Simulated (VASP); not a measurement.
ZnO:

```xyz
4
Lattice="3.2494 0.0000 0.0000 -1.6247 2.8141 0.0000 0.0000 0.0000 5.2038" Properties=species:S:1:pos:R:3 pbc="T T T"
Zn    0.0000    1.8760    0.0000
Zn    1.6247    0.9380    2.6019
O     0.0000    1.8760    1.9884
O     1.6247    0.9380    4.5903
```

- Program: VASP 6.6.1
- Task: relaxation of cell and atoms
- Functional: PBE
- Potentials or basis: VASP PAW PBE potentials, release 64 (Zn, O)
- Cutoff: 600 eV
- k mesh: 9 × 9 × 6
- Occupations: gaussian, width 0.02 eV
- Spin: no spin polarisation

At the start: pressure 5.9 GPa; volume 11.90 Å³/atom.

Q: Where does the relaxation end?

A: Over 14 steps the energy falls by 8.9 meV/atom and the volume is 12.39 Å³/atom (+4.2 %); space group P6_3mc (No. 186, to 0.05 Å).

The path:
```csv
step,energy change (eV),largest force (eV/Å),pressure (GPa),volume (Å³)
1,0.0000,0.0324,5.86,47.58
2,-0.0265,0.0217,-2.62,50.64
3,-0.0351,0.0249,-0.02,49.58
4,-0.0351,0.0251,0.07,49.54
5,-0.0353,0.0244,0.14,49.54
6,-0.0357,0.0203,0.16,49.55
7,-0.0357,0.0195,0.14,49.55
8,-0.0357,0.0113,-0.19,49.67
9,-0.0358,0.0039,-0.13,49.61
10,-0.0358,0.0066,0.07,49.60
11,-0.0358,0.0042,-0.10,49.61
12,-0.0358,0.0058,-0.02,49.60
13,-0.0358,0.0041,-0.04,49.61
14,-0.0358,0.0025,0.01,49.57
```

Final structure:
```
CELL_PARAMETERS angstrom
3.28546 0.00000 0.00000
-1.64273 2.84529 0.00000
0.00000 0.00000 5.30307
ATOMIC_POSITIONS crystal
Zn 0.33333 0.66667 0.00156
Zn 0.66667 0.33333 0.50156
O 0.33333 0.66667 0.38054
O 0.66667 0.33333 0.88054
```
